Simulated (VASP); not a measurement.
BN (wurtzite), at 1.04 of the tabulated volume:

```
BN
1.0
    1.29178    -2.23743     0.00000
    1.29178     2.23743     0.00000
    0.00000     0.00000     4.27553
B N
2 2
Cartesian
  1.29178  -0.74581   2.13777
  1.29178   0.74581   0.00000
  1.29178  -0.74581   3.74109
  1.29178   0.74581   1.60332
```

The lowest empty band near K, direction to M, from PBE with spin-orbit coupling in VASP (PAW); its two spin partners are averaged. The gap over the points computed is 5.27 eV, and the next band on that side lies 7.64 eV away at the edge.

Settings: 520 eV cut-off, 11×11×6 Γ-centred mesh, Gaussian smearing of 0.050 eV, potentials B N.

```csv
distance from the edge in k (1/Å),distance in energy (meV)
0.025,4.6
0.035,9.0
0.050,18.3
0.070,35.9
```

Q: Fit E(1 + αE) = ħ²k²/2m* (ħ²/2m0 = 3.810 eV Å²) and predict the row at 0.095 1/Å.

A: The rows don't resolve α, so a parabola serves: the electron mass is m* = 0.520 m0, and so 66.1 meV. The run gave 66.2 meV, +0.1 meV from the fit.

Left out are points under 3 meV from the edge, since the levels carry 0.1 meV, and points farther than half the way to the next band.

The compound is BN in the wurtzite structure, a metastable high-pressure form. The cell was not relaxed at this level.
